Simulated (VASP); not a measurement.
Here is the system:

```
Co
1.0
    1.22705    -2.12531     0.00000
    1.22705     2.12531     0.00000
    0.00000     0.00000     3.95823
Co
2
Direct
  0.33333   0.66667   0.25000
  0.66667   0.33333   0.75000
```
Starting moments (μB, in the order of the record's atoms Co Co): 1.6 1.6.

Computed with PBEsol GGA, VASP's PBE PAW potentials (set 64) (plane waves; VASP). Run with 400 eV cut-off, Gaussian smearing of 0.050 eV, potentials Co.

**Question.** Predict the cell moment, band gap (along the path) with the smallest direct gap where there is one.

**Answer.** 
```json
{
  "band gap (along the path)": "none (metal, semimetal or under 0.01 eV)",
  "cell_moment": "3.10 μB"
}
```

The absolute energy has meaning only against runs of the same code, potentials and settings.

The compound is Co in the hcp structure. It was relaxed first, which changed the volume by -7 %.
